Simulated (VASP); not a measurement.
Consider the following.

```xyz
2
Lattice="0.0000 2.4888 2.4888 2.4888 0.0000 2.4888 2.4888 2.4888 0.0000" Properties=species:S:1:pos:R:3 pbc="T T T"
Y      0.0000     0.0000     0.0000
N      2.4888     2.4888     2.4888
```

Level of theory: PW91 GGA, VASP's PBE PAW potentials (set 64) (plane waves; VASP). Run with 520 eV cut-off, 8×8×8 Γ-centred mesh, Gaussian smearing of 0.050 eV, potentials Y_sv N.

### Question
Give the stress tensor in GPa (positive for a compressed cell).

### Answer

```
-6.59   0.00   0.00
 0.00  -6.59   0.00
 0.00   0.00  -6.59
```
The pressure is its mean diagonal, -6.59 GPa.

The compound is YN in the rock salt structure. The cell was not relaxed at this level. The run is one of a series of settings (GGA = 91 against the base run), some of them coarse on purpose.
